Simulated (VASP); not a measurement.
```
CELL_PARAMETERS angstrom
      0.00000     2.75271     2.75271
      2.75271     0.00000     2.75271
      2.75271     2.75271     0.00000
ATOMIC_POSITIONS crystal
  Ag 0.00000 0.00000 0.00000
  Cl 0.50000 0.50000 0.50000
```

The numbers are results of PBE GGA with D3 dispersion (Becke-Johnson damping), VASP's PBE PAW potentials (set 64) (plane waves; VASP), not measurements. Settings: 520 eV cut-off, 9×9×9 Γ-centred mesh, tetrahedra with Blöchl corrections, potentials Ag Cl.

Task: What does the run give for the energy per atom (σ→0)?

Result: 
* **energy per atom (σ→0)**: -3.030 eV/atom

Only differences to runs with the same potentials and settings are physical.

The compound is AgCl in the rock salt structure. It was relaxed first.
